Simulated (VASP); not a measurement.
Here is the system:

```
CdSe
1.0
    0.00000     3.07167     3.07167
    3.07167     0.00000     3.07167
    3.07167     3.07167     0.00000
Cd Se
1 1
Direct
  0.00000   0.00000   0.00000
  0.25000   0.25000   0.25000
```

Method: HSEsol screened hybrid, VASP's PBE PAW potentials (set 64) (plane waves; VASP). Run with 520 eV cut-off, 6×6×6 Γ-centred mesh, Gaussian smearing of 0.050 eV, potentials Cd Se.

### Question
Give the stress tensor in GPa (positive for a compressed cell).

### Answer

```
-1.73   0.00   0.00
 0.00  -1.73   0.00
 0.00   0.00  -1.73
```
The pressure is its mean diagonal, -1.73 GPa.

The compound is CdSe in the zinc blende structure, whereas wurtzite is the usual form. This cell is one point of a volume scan, at 0.97 of the reference volume. The cell's shape comes from a PBE relaxation.
